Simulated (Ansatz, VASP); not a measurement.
**Al2O3 (Corundum): VASP beside Ansatz**

One calculation is typed for both programs; each brings its own data sets. How far apart do they land? The cell is taken from a series of runs on this material, whose earlier steps may have relaxed, scaled, displaced or heated it; both programs get it as it stands.

Calculated with Ansatz 0.2.0; plane waves, with VASP 6.6.1 beside it; zone-centre phonons at PBE with D3(BJ).

## (1) The starting structure

Symmetry: R-3c, No. 167, trigonal system. Conventional cell: a = 4.756 Å, b = 4.756 Å, c = 12.965 Å, α = 90.00°, β = 90.00°, γ = 120.00°. Nearest to Al lie 6 O at 1.85 to 1.97 Å. Nearest to O lie 4 Al at 1.85 to 1.97 Å. Farther neighbours and most contacts between anions are not listed.

Coordinates:

```xyz
10
Lattice="2.3779 1.3729 4.3218 -2.3779 1.3729 4.3218 0.0000 -2.7458 4.3218" Properties=species:S:1:pos:R:3 pbc="T T T"
Al    0.0000    0.0000    4.5644
Al    0.0000    0.0000    1.9183
Al    0.0000    0.0000    8.4010
Al    0.0000    0.0000   11.0470
O    -0.9201    1.3729    7.5631
O    -0.7289   -1.4833    7.5631
O     1.6490    0.1104    7.5631
O     0.9201   -1.3729    5.4022
O     0.7289    1.4833    5.4022
O    -1.6490   -0.1104    5.4022
```

## (2) VASP: zone-centre phonons, PBE with D3(BJ)

Second derivatives magnify differences that forces hide, and they need a tight electronic threshold.

Lines of VASP's logs that name or quote its potential files are left out, and so is its time.

The input, INCAR:

```
SYSTEM = Al2O3
PREC = Accurate
ENCUT = 600
EDIFF = 1E-08
NELM = 120
ISMEAR = 0
SIGMA = 0.01
LREAL = .FALSE.
ALGO = Normal
GGA = PE
IVDW = 12
NBANDS = 34
LORBIT = 11
LWAVE = .FALSE.
LCHARG = .FALSE.
ISIF = 2
IBRION = 6
NFREE = 2
POTIM = 0.015
NSW = 1
LASPH = .TRUE.
GGA_COMPAT = .FALSE.
EFERMI = MIDGAP
KPAR = 2
```

The input, POSCAR:

```
Al2O3
1.0
    2.3779092703      1.3728865573      4.3217759118
   -2.3779092703      1.3728865573      4.3217759118
    0.0000000000     -2.7457731147      4.3217759118
Al O
4 6
Direct
    0.3520441373      0.3520441373      0.3520441373
    0.1479558627      0.1479558627      0.1479558627
    0.6479558627      0.6479558627      0.6479558627
    0.8520441373      0.8520441373      0.8520441373
    0.5565226710      0.9434773290      0.2500000000
    0.2500000000      0.5565226710      0.9434773290
    0.9434773290      0.2500000000      0.5565226710
    0.4434773290      0.0565226710      0.7500000000
    0.7500000000      0.4434773290      0.0565226710
    0.0565226710      0.7500000000      0.4434773290
```

The input, KPOINTS:

```
Automatic mesh
0
Gamma
6 6 6
0 0 0
```

Potentials, in the order of the species: Al and O (PBE family, release 64).

Launch:

```console
$ mpirun -np 2 vasp_std
```

Numbers of over 12 decimals in the logs are rounded to 6 here.

The log of the run:

```text
[banner, memory and clock lines left out]
running    2 mpi-ranks, on    1 nodes
 distrk:  each k-point on    1 cores,    2 groups
 distr:  one band on    1 cores,    1 groups

 POSCAR found type information on POSCAR AlO
 POSCAR found :  2 types and      10 ions
 LDA part: xc-table for (Slater+PW92), standard interpolation
 POSCAR, INCAR and KPOINTS ok, starting setup
 FFT: planning ... GRIDC
 FFT: planning ... GRID_SOFT
 FFT: planning ... GRID
 WAVECAR not read
 entering main loop
       N       E                     dE             d eps       ncg     rms          rms(c)
DAV:   1     0.255557734971E+03    0.25556E+03   -0.27738E+04  2176   0.151E+03
DAV:   2    -0.683116308501E+02   -0.32387E+03   -0.31272E+03  2784   0.308E+02
DAV:   3    -0.826977100092E+02   -0.14386E+02   -0.14332E+02  2806   0.666E+01
DAV:   4    -0.828172935804E+02   -0.11958E+00   -0.11952E+00  2704   0.691E+00
DAV:   5    -0.828187248518E+02   -0.14313E-02   -0.14310E-02  2736   0.762E-01    0.176E+01
DAV:   6    -0.746889148711E+02    0.81298E+01   -0.29517E+01  2664   0.293E+01    0.601E+00
DAV:   7    -0.747327278336E+02   -0.43813E-01   -0.94650E-01  2646   0.478E+00    0.330E+00
DAV:   8    -0.747511874629E+02   -0.18460E-01   -0.89753E-02  2610   0.233E+00    0.696E-01
DAV:   9    -0.747548668531E+02   -0.36794E-02   -0.23890E-02  2806   0.849E-01    0.316E-01
DAV:  10    -0.747554742058E+02   -0.60735E-03   -0.75718E-04  2416   0.169E-01    0.724E-02
DAV:  11    -0.747554406036E+02    0.33602E-04   -0.35911E-04  2764   0.108E-01    0.227E-02
DAV:  12    -0.747554434184E+02   -0.28148E-05   -0.20050E-05  2544   0.274E-02    0.574E-03
DAV:  13    -0.747554429177E+02    0.50069E-06   -0.33252E-06  2758   0.102E-02    0.116E-03
DAV:  14    -0.747554428184E+02    0.99280E-07   -0.17413E-07  2400   0.256E-03    0.545E-04
DAV:  15    -0.747554428871E+02   -0.68685E-07   -0.45866E-09  2040   0.476E-04    0.297E-04
DAV:  16    -0.747554429225E+02   -0.35429E-07   -0.53776E-10  1392   0.156E-04    0.712E-05
DAV:  17    -0.747554429204E+02    0.21128E-08   -0.74365E-10  1310   0.152E-04
   1 F= -.77133265E+02 E0= -.77133265E+02  d E =0.000000E+00
[... from here on, the cycles between the ionic steps are left out ...]
   2 F= -.77131003E+02 E0= -.77131003E+02  d E =0.000000E+00
   3 F= -.77130971E+02 E0= -.77130971E+02  d E =0.000000E+00
   4 F= -.77131295E+02 E0= -.77131295E+02  d E =0.000000E+00
   5 F= -.77131006E+02 E0= -.77131006E+02  d E =0.000000E+00
   6 F= -.77131228E+02 E0= -.77131228E+02  d E =0.000000E+00
   7 F= -.77131158E+02 E0= -.77131158E+02  d E =0.000000E+00
   8 F= -.77131113E+02 E0= -.77131113E+02  d E =0.000000E+00
   9 F= -.77131113E+02 E0= -.77131113E+02  d E =0.000000E+00
  10 F= -.77131463E+02 E0= -.77131463E+02  d E =0.000000E+00
 Finite differences progress:
  Degree of freedom:   5/  5
  Displacement:        1/  2
  Total:               9/ 10
 bond charge predicted
       N       E                     dE             d eps       ncg     rms          rms(c)
DAV:   1    -0.747535795613E+02    0.61612E-04   -0.30589E+00  7736   0.999E+00    0.260E-01
DAV:   2    -0.747544750966E+02   -0.89554E-03   -0.32024E-02  9754   0.105E+00    0.141E-01
DAV:   3    -0.747536087185E+02    0.86638E-03   -0.21365E-03  9720   0.328E-01    0.344E-02
DAV:   4    -0.747536410544E+02   -0.32336E-04   -0.43222E-04  9478   0.114E-01    0.214E-02
DAV:   5    -0.747536409414E+02    0.11299E-06   -0.76485E-06  9614   0.189E-02    0.870E-03
DAV:   6    -0.747536411293E+02   -0.18785E-06   -0.13817E-06  9356   0.929E-03    0.153E-03
DAV:   7    -0.747536411792E+02   -0.49885E-07   -0.27773E-07  9508   0.329E-03    0.877E-04
DAV:   8    -0.747536411751E+02    0.40918E-08   -0.38323E-08  8612   0.177E-03
  11 F= -.77131463E+02 E0= -.77131463E+02  d E =0.000000E+00
 Finite differences progress:
  Degree of freedom:   5/  5
  Displacement:        2/  2
  Total:              10/ 10
```

Parts of OUTCAR (step 2):

```text
ion  position               nearest neighbor table
   1  0.352  0.352  0.352-  10 1.85   9 1.85   8 1.85   5 1.97   7 1.97   6 1.97   2 2.65   3 2.79
                             3 2.79   3 2.79   2 3.22   2 3.22   2 3.22
   2  0.148  0.148  0.148-   9 1.85  10 1.85   8 1.85   5 1.97   6 1.97   7 1.97   1 2.65   4 2.79
                             4 2.79   4 2.79   1 3.22   1 3.22   1 3.22
   3  0.648  0.648  0.648-   7 1.85   6 1.85   5 1.85   8 1.97  10 1.97   9 1.97   4 2.65   1 2.79
                             1 2.79   1 2.79   4 3.22   4 3.22   4 3.22
   4  0.852  0.852  0.852-   6 1.85   7 1.85   5 1.85   8 1.97   9 1.97  10 1.97   3 2.65   2 2.79
                             2 2.79   2 2.79   3 3.22   3 3.22   3 3.22
   5  0.557  0.943  0.250-   3 1.85   4 1.85   1 1.97   2 1.97
   6  0.250  0.557  0.943-   4 1.85   3 1.85   2 1.97   1 1.97
   7  0.943  0.250  0.557-   3 1.85   4 1.85   1 1.97   2 1.97
   8  0.443  0.057  0.750-   1 1.85   2 1.85   3 1.97   4 1.97
   9  0.750  0.443  0.057-   2 1.85   1 1.85   4 1.97   3 1.97
  10  0.057  0.750  0.443-   1 1.85   2 1.85   3 1.97   4 1.97

  LATTYP: Found a trigonal (rhomboedric) cell.
 ALAT       =     5.1202555628
 COS(alpha) =     0.5686425735

 Subroutine GETGRP returns: Found 12 space group operations
 (whereof  6 operations were pure point group operations)

The static configuration has the point symmetry S_6 .
 The point group associated with its full space group is D_3d.

 Found     32 irreducible k-points:

   k-points           NKPTS =     32   k-points in BZ     NKDIM =     32   number of bands    NBANDS=     34

   dimension x,y,z NGX =    42 NGY =   42 NGZ =   42
   dimension x,y,z NGXF=    84 NGYF=   84 NGZF=   84

   ENCUT  =  600.0 eV  44.10 Ry    6.64 a.u.  10.23 10.23 10.23*2*pi/ulx,y,z

   NELECT =      48.0000    total number of electrons

 k-points in reciprocal lattice and weights: Automatic mesh
   0.00000000  0.00000000  0.00000000       0.005
   0.16666667  0.00000000  0.00000000       0.028
   0.33333333  0.00000000  0.00000000       0.028
   0.50000000  0.00000000 -0.00000000       0.014
   0.16666667  0.16666667  0.00000000       0.028
   0.33333333  0.16666667 -0.00000000       0.056
   0.50000000  0.16666667  0.00000000       0.056
  -0.33333333  0.16666667 -0.00000000       0.056
  -0.16666667  0.16666667  0.00000000       0.028
[...]
-0.33333333  0.50000000  0.33333333       0.028
   0.50000000  0.50000000  0.50000000       0.005

 Edisp (eV)   -2.37782

 average (electrostatic) potential at core
       1 -71.4025       2 -71.3766       3 -71.4016       4 -71.3779       5 -66.9971
       6 -66.9976       7 -66.9970       8 -66.9970       9 -66.9961      10 -66.9980

 E-fermi :   9.3264

 k-point     1 :       0.0000    0.0000    0.0000
  band No.  band energies     occupation
    ...
     20       5.6804      2.00000
     21       5.6905      2.00000
     22       6.1361      2.00000
     23       6.1399      2.00000
     24       6.1939      2.00000
     25      12.4588      0.00000
     26      15.3463      0.00000
     27      16.9879      0.00000
     28      17.7528      0.00000
     29      17.7661      0.00000
    ...

 k-point     2 :       0.1667    0.0000    0.0000
  band No.  band energies     occupation
    ...
     20       5.3106      2.00000
     21       5.4972      2.00000
     22       5.8360      2.00000
     23       6.1009      2.00000
     24       6.1439      2.00000
     25      13.0879      0.00000
     26      15.8570      0.00000
     27      16.5524      0.00000
     28      17.4285      0.00000
     29      17.4862      0.00000
    ...

 k-point     3 :       0.3333    0.0000    0.0000
  band No.  band energies     occupation
    ...
     20       4.8159      2.00000
     21       5.3390      2.00000
     22       5.6324      2.00000
     23       5.9561      2.00000
     24       6.0070      2.00000
     25      14.4013      0.00000
[...]
total drift:                                0.000022     -0.000038      0.000050

  FREE ENERGIE OF THE ION-ELECTRON SYSTEM (eV)
  ---------------------------------------------------
  free  energy   TOTEN  =       -77.1314625411 eV

  energy  without entropy=      -77.1314625411  energy(sigma->0) =      -77.13146254

 Eigenvectors and eigenvalues of the dynamical matrix
 ----------------------------------------------------

   1 f  =   22.655792 THz   142.350542 2PiTHz  755.715888 cm-1    93.696786 meV
             X         Y         Z           dx          dy          dz
      0.000000 -0.000000  4.564368     0.093352   -0.080624    0.000000
      0.000000 -0.000000  1.918296    -0.093347   -0.080630    0.000000
      0.000000 -0.000000  8.400960    -0.093352    0.080624   -0.000000
      0.000000 -0.000000 11.047031     0.093347    0.080630   -0.000000
     -0.920143  1.372887  7.563108    -0.000006   -0.407639    0.337115
     -0.728883 -1.483311  7.563108    -0.255440    0.034818   -0.168548
      1.649026  0.110424  7.563108     0.255457    0.034801   -0.168567
      0.920143 -1.372887  5.402220     0.000006    0.407639   -0.337115
      0.728883  1.483311  5.402220     0.255440   -0.034818    0.168548
     -1.649026 -0.110424  5.402220    -0.255457   -0.034801    0.168567

   2 f  =   22.655792 THz   142.350542 2PiTHz  755.715888 cm-1    93.696786 meV
             X         Y         Z           dx          dy          dz
      0.000000 -0.000000  4.564368    -0.080624   -0.093352   -0.000000
      0.000000 -0.000000  1.918296    -0.080630    0.093347    0.000000
      0.000000 -0.000000  8.400960     0.080624    0.093352    0.000000
      0.000000 -0.000000 11.047031     0.080630   -0.093347   -0.000000
     -0.920143  1.372887  7.563108     0.182293   -0.000013    0.000011
     -0.728883 -1.483311  7.563108    -0.260165   -0.255447   -0.291956
      1.649026  0.110424  7.563108    -0.260148    0.255449    0.291945
      0.920143 -1.372887  5.402220    -0.182293    0.000013   -0.000011
      0.728883  1.483311  5.402220     0.260165    0.255447    0.291956
     -1.649026 -0.110424  5.402220     0.260148   -0.255449   -0.291945

   3 f  =   22.596189 THz   141.976042 2PiTHz  753.727729 cm-1    93.450286 meV
             X         Y         Z           dx          dy          dz
      0.000000 -0.000000  4.564368     0.000000   -0.000000   -0.062577
      0.000000 -0.000000  1.918296    -0.000000   -0.000000   -0.062577
      0.000000 -0.000000  8.400960    -0.000000    0.000000    0.062577
      0.000000 -0.000000 11.047031     0.000000    0.000000    0.062577
     -0.920143  1.372887  7.563108     0.000000    0.232719   -0.331508
     -0.728883 -1.483311  7.563108    -0.201541   -0.116360   -0.331508
      1.649026  0.110424  7.563108     0.201541   -0.116360   -0.331508
      0.920143 -1.372887  5.402220    -0.000000   -0.232719    0.331508
      0.728883  1.483311  5.402220     0.201541    0.116360    0.331508
     -1.649026 -0.110424  5.402220    -0.201541    0.116360    0.331508

   4 f  =   20.680984 THz   129.942457 2PiTHz  689.843385 cm-1    85.529641 meV
             X         Y         Z           dx          dy          dz
      0.000000 -0.000000  4.564368    -0.000000   -0.000000   -0.179829
      0.000000 -0.000000  1.918296    -0.000000    0.000000    0.179829
      0.000000 -0.000000  8.400960    -0.000000   -0.000000   -0.179829
      0.000000 -0.000000 11.047031    -0.000000    0.000000    0.179829
     -0.920143  1.372887  7.563108     0.380930   -0.000000   -0.000000
     -0.728883 -1.483311  7.563108    -0.190465    0.329895   -0.000000
      1.649026  0.110424  7.563108    -0.190465   -0.329895    0.000000
      0.920143 -1.372887  5.402220     0.380930   -0.000000    0.000000
      0.728883  1.483311  5.402220    -0.190465    0.329895   -0.000000
     -1.649026 -0.110424  5.402220    -0.190465   -0.329895    0.000000

   5 f  =   19.285775 THz   121.176097 2PiTHz  643.304203 cm-1    79.759520 meV
             X         Y         Z           dx          dy          dz
      0.000000 -0.000000  4.564368    -0.000000   -0.000000    0.102452
      0.000000 -0.000000  1.918296    -0.000000    0.000000   -0.102452
      0.000000 -0.000000  8.400960     0.000000    0.000000   -0.102452
      0.000000 -0.000000 11.047031     0.000000   -0.000000    0.102452
     -0.920143  1.372887  7.563108     0.399586   -0.000000   -0.000000
     -0.728883 -1.483311  7.563108    -0.199793    0.346052   -0.000000
      1.649026  0.110424  7.563108    -0.199793   -0.346052    0.000000
      0.920143 -1.372887  5.402220    -0.399586   -0.000000   -0.000000
      0.728883  1.483311  5.402220     0.199793   -0.346052    0.000000
     -1.649026 -0.110424  5.402220     0.199793    0.346052   -0.000000

   6 f  =   19.037846 THz   119.618315 2PiTHz  635.034193 cm-1    78.734170 meV
             X         Y         Z           dx          dy          dz
      0.000000 -0.000000  4.564368    -0.113574    0.099339   -0.000000
      0.000000 -0.000000  1.918296     0.113549    0.099368   -0.000000
      0.000000 -0.000000  8.400960    -0.113574    0.099339   -0.000000
      0.000000 -0.000000 11.047031     0.113549    0.099368   -0.000000
     -0.920143  1.372887  7.563108    -0.000037   -0.463847    0.051979
     -0.728883 -1.483311  7.563108    -0.327150    0.102897   -0.025984
      1.649026  0.110424  7.563108     0.327220    0.102813   -0.025995
      0.920143 -1.372887  5.402220    -0.000037   -0.463847    0.051979
      0.728883  1.483311  5.402220    -0.327150    0.102897   -0.025984
     -1.649026 -0.110424  5.402220     0.327220    0.102813   -0.025995

   7 f  =   19.037846 THz   119.618315 2PiTHz  635.034193 cm-1    78.734170 meV
             X         Y         Z           dx          dy          dz
      0.000000 -0.000000  4.564368     0.099339    0.113574   -0.000000
      0.000000 -0.000000  1.918296     0.099368   -0.113549    0.000000
      0.000000 -0.000000  8.400960     0.099339    0.113574   -0.000000
      0.000000 -0.000000 11.047031     0.099368   -0.113549    0.000000
     -0.920143  1.372887  7.563108     0.291756   -0.000059    0.000007
     -0.728883 -1.483311  7.563108    -0.274988   -0.327172   -0.045018
      1.649026  0.110424  7.563108    -0.274904    0.327198    0.045012
      0.920143 -1.372887  5.402220     0.291756   -0.000059    0.000007
      0.728883  1.483311  5.402220    -0.274988   -0.327172   -0.045018
     -1.649026 -0.110424  5.402220    -0.274904    0.327198    0.045012

   8 f  =   17.964357 THz   112.873386 2PiTHz  599.226460 cm-1    74.294579 meV
             X         Y         Z           dx          dy          dz
      0.000000 -0.000000  4.564368     0.000000    0.000000    0.466542
      0.000000 -0.000000  1.918296     0.000000   -0.000000   -0.466542
      0.000000 -0.000000  8.400960     0.000000    0.000000    0.466542
      0.000000 -0.000000 11.047031     0.000000   -0.000000   -0.466542
     -0.920143  1.372887  7.563108     0.146830    0.000000    0.000000
     -0.728883 -1.483311  7.563108    -0.073415    0.127158   -0.000000
      1.649026  0.110424  7.563108    -0.073415   -0.127158    0.000000
      0.920143 -1.372887  5.402220     0.146830   -0.000000    0.000000
      0.728883  1.483311  5.402220    -0.073415    0.127158   -0.000000
     -1.649026 -0.110424  5.402220    -0.073415   -0.127158    0.000000

   9 f  =   17.729348 THz   111.396777 2PiTHz  591.387380 cm-1    73.322657 meV
             X         Y         Z           dx          dy          dz
      0.000000 -0.000000  4.564368     0.000000    0.000000   -0.181422
      0.000000 -0.000000  1.918296    -0.000000    0.000000   -0.181422
      0.000000 -0.000000  8.400960     0.000000    0.000000   -0.181422
      0.000000 -0.000000 11.047031    -0.000000    0.000000   -0.181422
     -0.920143  1.372887  7.563108    -0.000000   -0.346490    0.157062
     -0.728883 -1.483311  7.563108     0.300069    0.173245    0.157062
      1.649026  0.110424  7.563108    -0.300069    0.173245    0.157062
      0.920143 -1.372887  5.402220    -0.000000   -0.346490    0.157062
      0.728883  1.483311  5.402220     0.300069    0.173245    0.157062
     -1.649026 -0.110424  5.402220    -0.300069    0.173245    0.157062
    [... 270 further lines ...]
      0.920143 -1.372887  5.402220     0.132036    0.247052   -0.000042
      0.728883  1.483311  5.402220     0.131993    0.247079    0.000041
     -1.649026 -0.110424  5.402220     0.132038    0.247103    0.000002

 ELASTIC MODULI CONTR FROM IONIC RELAXATION (kBar)
 Direction    XX          YY          ZZ          XY          YZ          ZX
 --------------------------------------------------------------------------------
 XX        -401.8165    174.6525    151.1599     -0.0000    120.1123      0.0000
 YY         174.6525   -401.8165    151.1599      0.0000   -120.1123     -0.0000
 ZZ         151.1599    151.1599   -219.7353     -0.0000      0.0000      0.0000
 XY          -0.0000     -0.0000     -0.0000   -288.2345     -0.0000    120.1123
 YZ         120.1123   -120.1123      0.0000     -0.0000   -158.0256      0.0000
 ZX           0.0000     -0.0000      0.0000    120.1123      0.0000   -158.0256
 --------------------------------------------------------------------------------

 total charge
# of ion       s       p       d       tot
------------------------------------------
    1        0.312   0.405   0.000   0.717
    2        0.312   0.405   0.000   0.717
    3        0.312   0.405   0.000   0.717
    4        0.312   0.405   0.000   0.717
    5        1.544   3.651   0.000   5.196
    6        1.544   3.651   0.000   5.196
    7        1.544   3.651   0.000   5.196
    8        1.544   3.651   0.000   5.196
    9        1.544   3.651   0.000   5.196
   10        1.544   3.651   0.000   5.196
--------------------------------------------------
tot         10.516  23.527   0.000  34.043
```

CONTCAR:

```
Al2O3
   1.00000000000000
     2.3779092703000000    1.3728865573000000    4.3217759117999996
    -2.3779092703000000    1.3728865573000000    4.3217759117999996
     0.0000000000000000   -2.7457731147000000    4.3217759117999996
  Al              O
     4     6
Direct
     0.3520441372999983    0.3520441372999983    0.3520441372999983
     0.1479558627000017    0.1479558627000017    0.1479558627000017
     0.6479558627000017    0.6479558627000017    0.6479558627000017
     0.8520441372999983    0.8520441372999983    0.8520441372999983
     0.5553657391964804    0.9423203971964738    0.2488430681965193
     0.2500000000000000    0.5565226710000033    0.9434773289999967
     0.9434773289999967    0.2500000000000000    0.5565226710000033
     0.4434773289999967    0.0565226710000033    0.7500000000000000
     0.7500000000000000    0.4434773289999967    0.0565226710000033
     0.0565226710000033    0.7500000000000000    0.4434773289999967
```

Levels, forces or a CONTCAR printed for this step are those of its last displaced cell, not of the structure at rest.

(Continued in part 2 of 2.)

[Lines on the potential files, build, host, timing and source positions are cut from VASP's logs without a mark.]

[Logs are printed without paths, hosts, clocks, repeated set-up lines and the standing remarks that a program may print on its own settings, such as how far it seeks lower states.]

[Hosts, paths, dates, database ids (printed as entryN), source tags and the programs' standing remarks are cut or masked in the printed files.]
